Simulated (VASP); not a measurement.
Data:

```
ZrSi
1.0
    1.85631    -4.90840     0.00000
    1.85631     4.90840     0.00000
    0.00000     0.00000     3.71619
Zr Si
2 2
Cartesian
  1.85631  -1.42287   0.92905
  1.85631   1.42287   2.78714
  1.85631  -4.13560   0.92905
  1.85631   4.13560   2.78714
```

Computed with LDA (Ceperley-Alder, Perdew-Zunger) with spin-orbit coupling, VASP's LDA PAW potentials (set 64) (plane waves; VASP 6.6.1). Numerical set-up: 400 eV cut-off, 8×8×8 Γ-centred mesh, Gaussian smearing of 0.050 eV, potentials Zr_sv Si.

Problem. Predict the energy per atom (σ→0), band gap (over mesh and band path) with the smallest direct gap where there is one.

Solution. 
```
Quantity                                                               Value
----------------------------------  ----------------------------------------
band gap (over mesh and band path)  none (metal, semimetal or under 0.01 eV)
energy per atom (σ→0)                                         -8.692 eV/atom
```

Only differences to runs with the same potentials and settings are physical.

The structure comes from a computed database's ZrSi entry (Cmcm); how it stands against other phases isn't given here. It was relaxed first.
